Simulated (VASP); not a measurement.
Data:

```
CELL_PARAMETERS angstrom
      1.55426    -2.69206     0.00000
      1.55426     2.69206     0.00000
      0.00000     0.00000     4.91553
ATOMIC_POSITIONS crystal
  Hf 0.33333 0.66667 0.25000
  Hf 0.66667 0.33333 0.75000
```

Level of theory: r2SCAN meta-GGA, VASP's PBE PAW potentials (set 64) (plane waves; VASP). Settings: 500 eV cut-off, 13×13×8 Γ-centred mesh, first-order Methfessel-Paxton smearing of 0.10 eV, potentials Hf_pv.

Energy and stress use the plane-wave basis of the starting cell.

Question: The ions, cell shape and volume at an external pressure of 20.0 GPa are relaxed. Predict the relaxed structure.

Answer: 
```
CELL_PARAMETERS angstrom
      1.52210    -2.63635     0.00000
      1.52210     2.63635     0.00000
      0.00000     0.00000     4.81789
ATOMIC_POSITIONS crystal
  Hf 0.33333 0.66667 0.25000
  Hf 0.66667 0.33333 0.75000
```
Space group P6_3/mmc (194), at a tolerance of 0.03 Å.

Question: How do energy and volume change from the first to the last step?

Answer: The energy (σ→0) changes by +113.7 meV/atom and the volume by -6.0 %, in 7 ionic steps.

The compound is Hf in the hcp structure. This run relaxes it under an external pressure of 20 GPa. Symmetry was kept, so distortions that lower it aren't found.
